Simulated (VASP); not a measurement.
Data:

```
CELL_PARAMETERS angstrom
      4.95262     0.00000     0.00000
      0.00000     2.91976     0.00000
      0.00000     0.00000     5.23630
ATOMIC_POSITIONS crystal
  Mg 0.25000 0.50000 0.66801
  Mg 0.75000 0.50000 0.33199
  Al 0.75000 0.00000 0.84433
  Al 0.25000 0.00000 0.15567
```

All values below come from PBEsol GGA, VASP's PBE PAW potentials (set 64) (plane waves; VASP). Run with 400 eV cut-off, 7×12×7 Γ-centred mesh, tetrahedra with Blöchl corrections, potentials Mg Al.

The cores are frozen, which limits the accuracy of field gradients.

**Question.** Give the principal components of the electric field gradient (V/Å²) and the asymmetry η at each nucleus.

**Answer.** 
| atom | Vxx | Vyy | Vzz | η |
|---|---|---|---|---|
| Mg1 | -2.5 | -0.1 | 2.6 | 0.92 |
| Mg2 | -2.5 | -0.1 | 2.6 | 0.92 |
| Al3 | 1.9 | 1.1 | -3.1 | 0.27 |
| Al4 | 1.9 | 1.1 | -3.1 | 0.27 |

The structure comes from a computed database's MgAl entry (Pmma); how it stands against other phases isn't given here. It was relaxed first.
